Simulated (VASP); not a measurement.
Consider the following.

```
CELL_PARAMETERS angstrom
      0.00000     2.59412     2.59412
      2.59412     0.00000     2.59412
      2.59412     2.59412     0.00000
ATOMIC_POSITIONS crystal
  Ga 0.00000 0.00000 0.00000
  As 0.25000 0.25000 0.25000
```

The numbers are results of LDA (Ceperley-Alder, Perdew-Zunger), VASP's LDA PAW potentials (set 64) (plane waves; VASP 6.6.1), not measurements. Settings: 500 eV cut-off, 9×9×9 Γ-centred mesh, Gaussian smearing of 0.050 eV, potentials Ga_d As.

Question: Estimate the energy per atom (σ→0), pressure.

Answer: 
The energy per atom (σ→0) is -4.473 eV/atom. The pressure is 29.84 GPa.

Only differences to runs with the same potentials and settings are physical.

The compound is GaAs in the zinc blende structure. It was relaxed first under an external pressure of 30 GPa.
